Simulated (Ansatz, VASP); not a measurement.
**ZrAl5N6: VASP beside Ansatz**

```
Zr Al N
1.0
     2.91468    0.00000    0.00000
    -1.45734    2.52419    0.00000
     0.00000    0.00000   15.55293
Zr Al N
1 5 6
Direct
  0.66667 0.33333 0.50000
  0.33333 0.66667 0.67390
  0.33333 0.66667 0.00000
  0.33333 0.66667 0.32610
  0.66667 0.33333 0.83691
  0.66667 0.33333 0.16309
  0.00000 0.00000 0.59447
  0.00000 0.00000 0.91813
  0.00000 0.00000 0.24529
  0.00000 0.00000 0.75471
  0.00000 0.00000 0.08187
  0.00000 0.00000 0.40553
```

Alike in both runs: functional PBE; k mesh 6 × 6 × 1; occupations gaussian, width 0.1 eV; no spin polarisation.

Ansatz relaxed the structure, and its values are those at the end. VASP's run is a single point on that final structure, the one shown.

|  | VASP | Ansatz |
| --- | --- | --- |
| version | VASP 6.6.1 | Ansatz 0.2.0 |
| potentials or method | VASP PAW PBE potentials, release 64 (Zr_sv, Al, N) | scalar-relativistic, plane waves, PAW |
| plane-wave cutoff (eV) | 520 | 420 |
| valence electrons in the cell | 57 | 57 |

```csv
,VASP,Ansatz,Ansatz less VASP
gap on the k mesh at the Fermi level (eV),none,none,-
pressure (GPa),-0.1,0.0,+0.08
rms of the force components (eV/Å),0.008,0.003,-0.0052
```

A gap of «none» marks a metal or a gap that the smearing closes.

Caveats: the k mesh is coarse (spacing up to 0.41 Å⁻¹), so the values aren't converged.
